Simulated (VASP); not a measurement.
RuBr2:

```
Ru Br
1.0
     0.00000    3.16372    3.16372
     3.16372    0.00000    3.16372
     3.16372    3.16372    0.00000
Ru Br
1 2
Direct
  0.00000 0.00000 0.00000
  0.25000 0.25000 0.25000
  0.75000 0.75000 0.75000
```

The cell comes from a database or a generator and needn't be the stable form of this composition.

Base run:

```yaml
Program: VASP 6.6.1
Functional: PBEsol
Potentials_or_basis: VASP PAW PBE potentials, release 64 (Ru_pv, Br)
Cutoff: 520 eV
k_mesh: 5 × 5 × 5
Occupations: gaussian, width 0.05 eV
Spin: collinear spin, ferromagnetic start
Starting_moments: "[1.0, 0.0, 0.0] μB"
Hubbard_terms: Ru d U = 6 eV
```

Its results: band gap on the k mesh none (metal or under the smearing width); pressure 7.2 GPa.

**Question.** The run is repeated on the same cell with these changes: spin from collinear spin, ferromagnetic start to no spin polarisation; further incar settings from ALGO = Normal; EDIFF = 1e-07 to ALGO = Normal; EDIFF = 1e-06; NBANDS = 21. What comes out?

**Answer.** Band gap on the k mesh none (metal or under the smearing width); pressure -1.1 GPa.

Caveats: the PAW data sets were made with another functional, which shifts forces and pressure a little; U without spin polarisation on a metal has little footing (some runs).
